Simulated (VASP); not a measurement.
# SnH4N2Cl2 (P1) in VASP: single point with r2SCAN

Aim: the single point of SnH4N2Cl2 with r2SCAN.

All numbers are computed with VASP 6.6.1; they aren't measurements. Logs are shortened: lines on timing, memory, paths and dates and some standing lists are left out, and cuts for length are marked.

### 1 Starting point

The typed cell holds 9 atoms: a = 3.765 Å, b = 6.414 Å, c = 5.604 Å, α = 73.16°, β = 91.17°, γ = 107.99°.

The cell was built by a generator and needn't be a form met in nature.

### 2 Single point, r2SCAN

POSCAR reads:

```
SnH4N2Cl2
1.0
   -0.0299612800      3.7645739600      0.0304895000
    6.1157432000     -1.9315954400     -0.0788227700
    1.6154411500     -0.0581307400     -5.3655151300
Sn Cl N H
1 2 2 4
Direct
    0.9853530000      0.9976460000      0.0027500000
    0.8843320000      0.7646650000      0.7506860000
    0.1298060000      0.2438080000      0.2429080000
    0.5907810000      0.2193200000      0.7570730000
    0.3710770000      0.7639380000      0.2321610000
    0.6010800000      0.2057000000      0.5672760000
    0.4078210000      0.7951080000      0.4171890000
    0.6961850000      0.3982340000      0.7648890000
    0.3072540000      0.5939930000      0.2185280000
```

INCAR.step1 reads:

```
ALGO = Normal
EDIFF = 1E-4
ENCUT = 520
GGA = PE
ISMEAR = -1
LASPH = T
LCHARG = F
LREAL = F
LWAVE = T
NBANDS = 31
NELM = 100
PREC = Accurate
SIGMA = 0.1
```

INCAR.step2 reads:

```
ALGO = Normal
EDIFF = 1E-6
ENCUT = 520
ISIF = 2
ISMEAR = -1
ISTART = 1
LASPH = T
LCHARG = T
LELF = T
LMIXTAU = T
LREAL = F
LVHAR = T
LWAVE = F
METAGGA = R2SCAN
NBANDS = 31
NELM = 100
PREC = Accurate
SIGMA = 0.1
```

KPOINTS reads:

```
Automatic mesh
0
Gamma
  5 3 4
  0 0.5 0.5
```

Potentials or basis: VASP PAW PBE potentials, release 64 (Sn_d, Cl, N, H).

Command:

```sh
$ cat potpaw_PBE.64/Sn_d/POTCAR potpaw_PBE.64/Cl/POTCAR potpaw_PBE.64/N/POTCAR potpaw_PBE.64/H/POTCAR > POTCAR
$ cp INCAR.step1 INCAR
$ mpirun -np 1 vasp_std > vasp.out
$ cp INCAR.step2 INCAR
$ mpirun -np 1 vasp_std > vasp.out
```

OUTCAR:

```text
EDIFF = 1E-6
   ENCUT = 520
   ISIF = 2
   ISMEAR = -1
   ISTART = 1
   LASPH = T
   LREAL = F
   METAGGA = R2SCAN
   NELM = 100
   PREC = Accurate

 ion  position               nearest neighbor table
   1  0.985  0.998  0.003-   2 2.29   3 2.30   4 2.47   5 2.47   5 2.48   4 2.49
   2  0.884  0.765  0.751-   1 2.29
   3  0.130  0.244  0.243-   1 2.30
   4  0.591  0.219  0.757-   6 1.09   8 1.11   1 2.47   1 2.49
   5  0.371  0.764  0.232-   9 1.07   7 1.11   1 2.47   1 2.48
   6  0.601  0.206  0.567-   4 1.09
   7  0.408  0.795  0.417-   5 1.11
   8  0.696  0.398  0.765-   4 1.11
   9  0.307  0.594  0.219-   5 1.07

  LATTYP: Found a triclinic cell.
 ALAT       =     7.1994905212
 B/A-ratio  =     0.7783508109
 C/A-ratio  =     0.5229282039
 COS(alpha) =     0.0204213754
 COS(beta)  =     0.2636954282
 COS(gamma) =     0.5308789673

  Lattice vectors:

 A1 = (  -4.4703407700,  -1.8911092600,  -5.3171818600)
 A2 = (   1.6154411500,  -0.0581307400,  -5.3655151300)
 A3 = (   0.0299612800,  -3.7645739600,  -0.0304895000)

Analysis of symmetry for initial positions (statically):
=====================================================================
 Subroutine PRICEL returns:
 Original cell was already a primitive cell.

 Routine SETGRP: Setting up the symmetry group for a
 triclinic supercell.

 Subroutine GETGRP returns: Found  1 space group operations
 (whereof  1 operations were pure point group operations)
 out of a pool of  2 trial point group operations.

The static configuration has the point symmetry C_1 .

Analysis of symmetry for dynamics (positions and initial velocities):
=====================================================================
 Subroutine PRICEL returns:
 Original cell was already a primitive cell.

 Routine SETGRP: Setting up the symmetry group for a
 triclinic supercell.

 Subroutine GETGRP returns: Found  1 space group operations
 (whereof  1 operations were pure point group operations)
 out of a pool of  2 trial point group operations.

The dynamic configuration has the point symmetry C_1 .

 Subroutine INISYM returns: Found  1 space group operations
 (whereof  1 operations are pure point group operations),
 and found     1 'primitive' translations

----------------------------------------------------------------------------------------

                                     Primitive cell

  volume of cell :     122.8257

  direct lattice vectors                    reciprocal lattice vectors
    -0.029961280  3.764573960  0.030489500     0.084342456  0.266123255  0.022510482
     6.115743200 -1.931595440 -0.078822770     0.164437114  0.000907821  0.049498641
     1.615441150 -0.058130740 -5.365515130    -0.001936409  0.001498907 -0.186974645

  length of vectors
     3.764816647  6.414015034  5.603729285     0.280074916  0.171727995  0.186990680

  position of ions in fractional coordinates (direct lattice)
     0.985353000  0.997646000  0.002750000
     0.884332000  0.764665000  0.750686000
     0.129806000  0.243808000  0.242908000
     0.590781000  0.219320000  0.757073000
     0.371077000  0.763938000  0.232161000
     0.601080000  0.205700000  0.567276000
     0.407821000  0.795108000  0.417189000
     0.696185000  0.398234000  0.764889000
     0.307254000  0.593993000  0.218528000

  ion indices of the primitive-cell ions
   primitive index   ion index
                 1           1
                 2           2
                 3           3
                 4           4
                 5           5
                 6           6
                 7           7
                 8           8
                 9           9

----------------------------------------------------------------------------------------

 KPOINTS: Automatic mesh

Automatic generation of k-mesh.
 Grid dimensions read from file:
 generate k-points for:    5    3    4

 Generating k-lattice:

  Cartesian coordinates                     Fractional coordinates (reciprocal lattice)
     0.016868491  0.053224651  0.004502096     0.200000000  0.000000000  0.000000000
     0.054812371  0.000302607  0.016499547    -0.000000000  0.333333333  0.000000000
    -0.000484102  0.000374727 -0.046743661     0.000000000  0.000000000  0.250000000

  Length of vectors
     0.056014983  0.057242665  0.046747670

  Shift w.r.t. Gamma in fractional coordinates (k-lattice)
     0.000000000  0.500000000  0.500000000

 Subroutine IBZKPT returns following result:
 ===========================================

 Found     30 irreducible k-points:

 Following reciprocal coordinates:
            Coordinates               Weight
  0.000000  0.166667  0.125000      2.000000
  0.200000  0.166667  0.125000      2.000000
  0.400000  0.166667  0.125000      2.000000
 -0.400000  0.166667  0.125000      2.000000
 -0.200000  0.166667  0.125000      2.000000
  0.000000  0.500000  0.125000      2.000000
[... 16 lines left out ...]
  0.400000  0.500000  0.375000      2.000000
 -0.400000  0.500000  0.375000      2.000000
 [... further k-points ...]
   k-points           NKPTS =     30   k-points in BZ     NKDIM =     30   number of bands    NBANDS=     31
   number of dos      NEDOS =    301   number of ions     NIONS =      9
   total plane-waves  NPLWV =  56448
   dimension x,y,z NGX =    28 NGY =   48 NGZ =   42
   dimension x,y,z NGXF=    56 NGYF=   96 NGZF=   84
   ions per type =               1   2   2   4
   NGX,Y,Z   is equivalent  to a cutoff of  12.36, 12.44, 12.46 a.u.
   NGXF,Y,Z  is equivalent  to a cutoff of  24.73, 24.88, 24.92 a.u.
 SYSTEM =  unknown system
   PREC   = accura    normal or accurate (medium, high low for compatibility)
   ISTART =      1    job   : 0-new  1-cont  2-samecut
   ICHARG =      0    charge: 1-file 2-atom 10-const
   ISPIN  =      1    spin polarized calculation?
   LNONCOLLINEAR =      F non collinear calculations
   LSORBIT =      F    spin-orbit coupling
   LASPH  =      T    aspherical Exc in radial PAW
   ENCUT  =  520.0 eV  38.22 Ry    6.18 a.u.   7.00 11.93 10.42*2*pi/ulx,y,z
   NELM   =    100;   NELMIN=  2; NELMDL=  0     # of ELM steps
   EDIFF  = 0.1E-05   stopping-criterion for ELM
   LREAL  =      F    real-space projection
   EDIFFG = 0.1E-04   stopping-criterion for IOM
   NSW    =      0    number of steps for IOM
   IBRION =     -1    ionic relax: 0-MD 1-quasi-New 2-CG
   NFREE  =      0    steps in history (QN), initial steepest desc. (CG)
   ISIF   =      2    stress and relaxation
   ISYM   =      2    0-nonsym 1-usesym 2-fastsym
   POTIM  = 0.5000    time-step for ionic-motion
   TEBEG  =    0.0;   TEEND  =   0.0 temperature during run
   PSTRESS=    0.0 pullay stress
   NELECT =      42.0000    total number of electrons
   NUPDOWN=      -1.0000    fix difference up-down
   EMIN   =  10.00;   EMAX   =-10.00  energy-range for DOS
   EFERMI =   0.00;   METHOD = LEGACY
   ISMEAR =    -1;   SIGMA  =   0.10  broadening in eV -4-tet -1-fermi 0-gaus
   EFERMI_NEDOS =   21; number of points for ismear=-14 and -15
   IALGO  =     38    algorithm
   IMIX   =      4    mixing-type and parameters
     AMIX     =   0.40;   BMIX     =  1.00
     AMIX_MAG =   1.60;   BMIX_MAG =  1.00
  volume/ion in A,a.u.               =      13.65        92.10
  Fermi-wavevector in a.u.,A,eV,Ry     =   1.144796  2.163351 17.831227  1.310558
  Thomas-Fermi vector in A             =   2.281487
   LORBIT       =      0    0 simple, 1 ext, 2 COOP (PROOUT), +10 PAW based schemes
   METAGGA = R2SCAN    functional components
   LHFCALC =     F    Hartree Fock is set to
   AEXX    =    0.0000 exact exchange contribution
   IVDW    =     0    specifies the selected vdW correction
   LEPSILON=     F    determine dielectric tensor
   LRPA    =     F    only Hartree local field effects (RPA)
 non-spin polarized calculation
  energy-cutoff  :      520.00
  volume of cell :      122.83
 maximum number of plane-waves:      3319
   NGX = 13   NGY = 23   NGZ = 21

 number of electron      41.9999997 magnetization

 Free energy of the ion-electron system (eV)
  ---------------------------------------------------
  ext. energy  EPLUGINS =         0.00000000
  ---------------------------------------------------
  free energy    TOTEN  =       -72.49065282 eV

  energy without entropy =      -72.49064394  energy(sigma->0) =      -72.49064838

 E-fermi :   2.1662     XC(G=0):  -9.2239

 val. band max:        1.0256559141   @ k =   0.0000   0.1667   0.1250
 cond. band min:       3.1750992014   @ k =   0.0000   0.1667   0.1250
 fundamental gap:      2.1494432873
 Fermi energy:         2.1662027628

 k-point     1 :       0.0000    0.1667    0.1250
  band No.  band energies     occupation
      1     -20.6762      2.00000
      2     -20.3367      2.00000
      3     -20.3062      2.00000
      4     -20.2840      2.00000
      5     -20.2661      2.00000
      6     -14.8932      2.00000
[... 23 lines left out ...]
     30      11.1327      0.00000
     31      12.4254      0.00000

 k-point     2 :       0.2000    0.1667    0.1250
  band No.  band energies     occupation
      1     -20.6693      2.00000
      2     -20.3355      2.00000
      3     -20.3124      2.00000
      4     -20.2856      2.00000
      5     -20.2715      2.00000
      6     -14.6681      2.00000
[... 23 lines left out ...]
     30      11.4342      0.00000
     31      11.7698      0.00000

 k-point     3 :       0.4000    0.1667    0.1250
  band No.  band energies     occupation
      1     -20.6585      2.00000
      2     -20.3359      2.00000
      3     -20.3273      2.00000
      4     -20.3098      2.00000
      5     -20.2504      2.00000
      6     -14.2655      2.00000
[... 703 lines left out ...]
     30      11.1853      0.00000
     31      11.5411      0.00000

 k-point    24 :      -0.4000    0.5000    0.3750
  band No.  band energies     occupation
      1     -20.6575      2.00000
      2     -20.3358      2.00000
      3     -20.3272      2.00000
      4     -20.3097      2.00000
      5     -20.2503      2.00000
      6     -14.3213      2.00000
[... 23 lines left out ...]
     30      11.2556      0.00000
     31      11.5977      0.00000

 [... further k-points ...]

------------------------ aborting loop because EDIFF is reached ----------------------------------------

  FORCE on cell =-STRESS in cart. coord.  units (eV):
  Direction    XX          YY          ZZ          XY          YZ          ZX
  --------------------------------------------------------------------------------------
  -------------------------------------------------------------------------------------
  Total       -3.0300037     -9.6884580     -4.7725022      0.4276357     -0.5396481     -3.5986249
  in kB      -39.5243232   -126.3792981    -62.2540218      5.5782149     -7.0393399    -46.9415967
  external PRESSURE =     -76.0525477 kB  Pullay stress =       0.0000000 kB

 VOLUME and BASIS-vectors are now :
 -----------------------------------------------------------------------------
  energy-cutoff  :      520.00
  volume of cell :      122.83
      direct lattice vectors                 reciprocal lattice vectors
    -0.029961280  3.764573960  0.030489500     0.084342456  0.266123255  0.022510482
     6.115743200 -1.931595440 -0.078822770     0.164437114  0.000907821  0.049498641
     1.615441150 -0.058130740 -5.365515130    -0.001936409  0.001498907 -0.186974645

 POSITION                                       TOTAL-FORCE (eV/Angst)
 -----------------------------------------------------------------------------------
      6.07627      1.78223     -0.06335        -0.225098     -0.183998      0.363536
      5.86269      1.80847     -4.06113        -1.207038     -0.026690      0.939528
      1.87958      0.00361     -1.31859         0.655253      0.026955     -0.664450
      2.54661      1.75639     -4.06136         0.091378      0.532104     -0.115250
      5.03597     -0.09217     -1.29457         2.440609      0.449777     -0.276145
      2.15640      1.83250     -3.04162         1.267220     -0.282566     -2.361865
      5.52440     -0.02481     -2.28867        -2.078017     -0.152594      2.341115
      3.65027      1.80715     -4.11419        -2.853901     -0.127137      0.428630
      3.97652     -0.00338     -1.20997         1.909595     -0.235850     -0.655099
 -----------------------------------------------------------------------------------
    total drift:                               -0.001452     -0.002531      0.004718

  FREE ENERGIE OF THE ION-ELECTRON SYSTEM (eV)
  ---------------------------------------------------
  free  energy   TOTEN  =       -72.4906528184 eV

  energy  without entropy=      -72.4906439366  energy(sigma->0) =      -72.49064838
```

Wall time 5.8 min (1 thread of Intel Xeon Platinum 8259CL at 2.50GHz (Skylake/Cascade Lake), shared host); peak memory 0.31 GiB.

What came out:

```yaml
Free_energy: -72.4907 eV
Pressure: -7.6 GPa
Largest_force: 3.134 eV/Å
Band_gap_on_the_k_mesh: 2.15 eV, direct
```

Forces on the atoms (eV/Å):
```
Sn  -0.225 -0.184  0.364
Cl  -1.207 -0.027  0.940
Cl   0.655  0.027 -0.664
N    0.091  0.532 -0.115
N    2.441  0.450 -0.276
H    1.267 -0.283 -2.362
H   -2.078 -0.153  2.341
H   -2.854 -0.127  0.429
H    1.910 -0.236 -0.655
```

Caveat: the PAW data sets were made with another functional, which shifts forces and pressure a little; spin-orbit coupling is left out, which moves the levels of the heavy elements. r2SCAN opens gaps a little over a GGA but as a rule still falls short of measured ones.
